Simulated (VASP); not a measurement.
All values below come from optB86b-vdW, VASP's PBE PAW potentials (set 64) (plane waves; VASP 6.6.1).

A VASP calculation is set up with these files.

**KPOINTS**
```
Automatic mesh
0
Gamma
8 8 8
0 0 0
```

### POSCAR
```
Sb
1
    3.9627718650    -2.1838038684    -0.0157199328
    3.9627718650     2.1838038684    -0.0157199328
    2.7735644899     0.0000000000     3.5749329633
Sb
2
Direct
  0.2344148959   0.2344148959   0.2344148959
  0.7655851041   0.7655851041   0.7655851041
```

### INCAR
```
# general
SYSTEM   = Sb
PREC     = Accurate
ENCUT    = 520
LREAL    = .False.
LASPH    = .True.

# electronic loop
EDIFF    = 1E-7
NELM     = 100
ALGO     = Normal
LMAXMIX  = 4

# smearing
ISMEAR   = -5

# functional
GGA      = MK
LUSE_VDW = .True.
AGGAC    = 0.0
PARAM1   = 0.1234
PARAM2   = 1.0

# ions
ISIF     = 2

# output
LWAVE    = .False.
LCHARG   = .True.
LORBIT   = 11
NEDOS    = 601
```

POTCAR, in this order: Sb (PBE.64 set). Program: vasp_std.

Output of the run:

OSZICAR:
```
       N       E                     dE             d eps       ncg     rms          rms(c)
DAV:   1     0.423610983623E+02    0.42361E+02   -0.37377E+03  1170   0.879E+02
DAV:   2    -0.277787697087E+01   -0.45139E+02   -0.44604E+02  1604   0.124E+02
DAV:   3    -0.455161371713E+01   -0.17737E+01   -0.17651E+01  1473   0.299E+01
DAV:   4    -0.456852563386E+01   -0.16912E-01   -0.16994E-01  1465   0.327E+00
DAV:   5    -0.456865689014E+01   -0.13126E-03   -0.13140E-03  1330   0.296E-01    0.261E+00
DAV:   6    -0.456955512582E+01   -0.89824E-03   -0.29507E-03  1288   0.480E-01    0.159E+00
DAV:   7    -0.457079924599E+01   -0.12441E-02   -0.74302E-03  1224   0.753E-01    0.827E-02
DAV:   8    -0.457092326601E+01   -0.12402E-03   -0.18504E-04  1263   0.111E-01    0.201E-02
DAV:   9    -0.457094409479E+01   -0.20829E-04   -0.32192E-05  1247   0.470E-02    0.511E-03
DAV:  10    -0.457094433813E+01   -0.24334E-06   -0.28462E-06  1416   0.116E-02    0.117E-03
DAV:  11    -0.457094433432E+01    0.38149E-08   -0.28841E-07  1212   0.412E-03
   1 F= -.45709443E+01 E0= -.45709443E+01  d E =0.000000E+00
```

OUTCAR:
```
------------------------ aborting loop because EDIFF is reached ----------------------------------------
  FORCE on cell =-STRESS in cart. coord.  units (eV):
  Direction    XX          YY          ZZ          XY          YZ          ZX
  --------------------------------------------------------------------------------------
  Total       -0.0183867     -0.0062803     -0.0076083      0.0000000      0.0000000     -0.0040096
  in kB       -0.4746463     -0.1621242     -0.1964048      0.0000000      0.0000000     -0.1035058
  external PRESSURE =      -0.2777251 kB  Pullay stress =       0.0000000 kB
  volume of cell :       62.06
      direct lattice vectors                 reciprocal lattice vectors
     3.962771865 -2.183803868 -0.015719933     0.125787177 -0.228958290 -0.097590319
     3.962771865  2.183803868 -0.015719933     0.125787177  0.228958290 -0.097590319
     2.773564490  0.000000000  3.574932963     0.001106239  0.000000000  0.278867264
 POSITION                                       TOTAL-FORCE (eV/Angst)
 -----------------------------------------------------------------------------------
      2.50803      0.00000      0.83065        -0.009296      0.000000     -0.003079
      8.19108      0.00000      2.71285         0.009296      0.000000      0.003079
 -----------------------------------------------------------------------------------
    total drift:                                0.000000     -0.000000     -0.000000
  FREE ENERGIE OF THE ION-ELECTRON SYSTEM (eV)
  ---------------------------------------------------
  free  energy   TOTEN  =        -4.5709443343 eV

  energy  without entropy=       -4.5709443343  energy(sigma->0) =       -4.57094433

 total charge

# of ion       s       p       d       tot
------------------------------------------
    1        1.220   1.138   0.033   2.391
    2        1.220   1.138   0.033   2.391
--------------------------------------------------
tot          2.441   2.276   0.065   4.782
```
(Selected blocks of OUTCAR.)

For a metal the tetrahedron method with Blöchl corrections gives inexact stress and forces.

The compound is Sb in the a7 structure. It was relaxed first.
